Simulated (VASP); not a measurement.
```yaml
crystal:
  lattice:
    - [0.00000, 2.70500, 2.70500]
    - [2.70500, 0.00000, 2.70500]
    - [2.70500, 2.70500, 0.00000]
  atoms:
    - { symbol: Cu, position: [0.00000, 0.00000, 0.00000] }
    - { symbol: Cl, position: [0.25000, 0.25000, 0.25000] }
```

These are PBE GGA, VASP's PBE PAW potentials (set 64) (plane waves; VASP) values and carry that method's errors. Settings: 300 eV cut-off, 9×9×9 Γ-centred mesh, Fermi-Dirac smearing of 0.050 eV, potentials Cu Cl.

Task: Give the energies of bands 2 to 11 at the high-symmetry points, in eV from the valence-band maximum.

Result: 
| band | Γ | X | U | L | W |
|---|---|---|---|---|---|
| 2 | -4.94 | -6.59 | -6.27 | -6.64 | -6.07 |
| 3 | -4.94 | -5.08 | -5.63 | -4.93 | -5.77 |
| 4 | -4.94 | -5.08 | -5.01 | -4.93 | -5.16 |
| 5 | -1.48 | -1.61 | -1.71 | -1.41 | -1.67 |
| 6 | -1.48 | -1.38 | -1.41 | -1.41 | -1.57 |
| 7 | 0.00 | -1.30 | -1.33 | -1.36 | -1.31 |
| 8 | 0.00 | -1.10 | -1.02 | -0.56 | -1.11 |
| 9 | 0.00 | -1.10 | -0.88 | -0.56 | -0.78 |
| 10 | 0.54 | 3.44 | 4.23 | 2.90 | 5.07 |
| 11 | 6.76 | 4.48 | 5.13 | 6.80 | 5.24 |

The gap is direct, 0.54 eV, from the valence maximum at Γ to the conduction minimum at Γ.

The structure is a typed CuCl crystal (F-43m). The cell was not relaxed at this level.
